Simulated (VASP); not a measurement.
```xyz
3
Lattice="2.6769 0.0000 0.0000 0.0000 2.6769 0.0000 0.0000 0.0000 5.1083" Properties=species:S:1:pos:R:3 pbc="T T T"
Fe     1.3385     1.3385     0.0000
Si     0.0000     0.0000     1.3898
Si     0.0000     0.0000     3.7185
```
Starting moments (μB, in the order of the record's atoms Fe Si Si): 0.1 0.0 0.0.

Level of theory: PBEsol GGA, VASP's PBE PAW potentials (set 64) (plane waves; VASP 6.6.1). Numerical set-up: 400 eV cut-off, Gaussian smearing of 0.050 eV, potentials Fe Si.

**Question.** Give the spin-up energies of bands 2 to 11 at the high-symmetry points, in eV from the Fermi level.

**Answer.** 
```json
[
 {"band": "2", "Γ": "-9.25", "X": "-8.08", "M": "-4.70", "Z": "-12.54", "R": "-8.65", "A": "-5.38"},
 {"band": "3", "Γ": "-8.08", "X": "-7.05", "M": "-4.70", "Z": "-4.23", "R": "-7.07", "A": "-5.38"},
 {"band": "4", "Γ": "-3.65", "X": "-4.53", "M": "-4.51", "Z": "-3.64", "R": "-6.36", "A": "-4.59"},
 {"band": "5", "Γ": "-1.73", "X": "-3.87", "M": "-4.51", "Z": "-2.44", "R": "-3.25", "A": "-3.33"},
 {"band": "6", "Γ": "-1.56", "X": "-3.26", "M": "-3.32", "Z": "-1.60", "R": "-2.51", "A": "-3.33"},
 {"band": "7", "Γ": "-1.56", "X": "-2.12", "M": "-2.33", "Z": "-1.60", "R": "-2.11", "A": "-1.86"},
 {"band": "8", "Γ": "-0.66", "X": "-1.14", "M": "0.14", "Z": "-0.66", "R": "-1.15", "A": "0.14"},
 {"band": "9", "Γ": "4.57", "X": "0.06", "M": "0.50", "Z": "2.49", "R": "0.57", "A": "0.31"},
 {"band": "10", "Γ": "4.57", "X": "1.45", "M": "2.55", "Z": "5.75", "R": "2.37", "A": "0.31"},
 {"band": "11", "Γ": "6.52", "X": "2.25", "M": "2.92", "Z": "5.75", "R": "4.85", "A": "1.07"}
]
```

**Question.** Give the spin-down energies of bands 2 to 11 at the high-symmetry points, in eV from the Fermi level.

**Answer.** 
```
band      Γ      X      M       Z      R      A
----  -----  -----  -----  ------  -----  -----
2     -9.25  -8.08  -4.70  -12.54  -8.65  -5.38
3     -8.08  -7.05  -4.70   -4.23  -7.07  -5.38
4     -3.65  -4.53  -4.51   -3.64  -6.36  -4.59
5     -1.73  -3.87  -4.51   -2.44  -3.25  -3.33
6     -1.56  -3.26  -3.32   -1.60  -2.51  -3.33
7     -1.56  -2.12  -2.33   -1.60  -2.11  -1.86
8     -0.66  -1.14   0.14   -0.66  -1.15   0.14
9      4.57   0.06   0.50    2.49   0.57   0.31
10     4.57   1.45   2.55    5.75   2.37   0.31
11     6.52   2.25   2.92    5.75   4.85   1.07
```

It has no gap at this level: it comes out as a metal or semimetal.

The structure comes from a measured FeSi2 entry (P4/mmm) of the Crystallography Open Database, whose conditions weren't checked. It was relaxed first.
